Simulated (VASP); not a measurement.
A convergence study with VASP on GaAs (zinc blende): one setting is varied, all else stays as given below, so the limit is that of these other settings. Each run relaxes cell and ions from the cell shown. The basis is that of the starting cell, so low cut-offs carry a Pulay error.

```
GaAs
1.0
    0.00000     2.82500     2.82500
    2.82500     0.00000     2.82500
    2.82500     2.82500     0.00000
Ga As
1 1
Cartesian
  0.00000   0.00000   0.00000
  1.41250   1.41250   1.41250
```

The numbers are results of PBEsol GGA, VASP's PBE PAW potentials (set 64) (plane waves; VASP), not measurements. The tightest run used: 700 eV cut-off, 7×7×7 Γ-centred mesh, Gaussian smearing of 0.050 eV, potentials Ga_d As.

Gaps are read on the run's mesh, which can miss a band edge.

```csv
setting,relaxed volume (Å³/atom),E (eV/atom),gap on the mesh (eV),plane waves
ENCUT = 200,19.529,-4.5986,1.035,301
ENCUT = 250,21.920,-4.5366,0.681,415
ENCUT = 300,22.672,-4.5406,0.426,541
ENCUT = 350,22.648,-4.5400,0.434,681
ENCUT = 400,22.631,-4.5398,0.440,869
```

Question: These are the cheaper rows. Estimate the results at ENCUT = 700, and how far the last row shown lies from them.

Answer: 
```
quantity                  tightest run  last row shown is off by
------------------------  ------------  ------------------------
relaxed volume (Å³/atom)        22.696                    -0.065
E (eV/atom)                    -4.5406                    0.0008
gap on the mesh (eV)             0.419                     0.021
```

Left out are rungs that failed or repeat a setting and relaxations that didn't move; long series are thinned to 24 rows.

The compound is GaAs in the zinc blende structure.
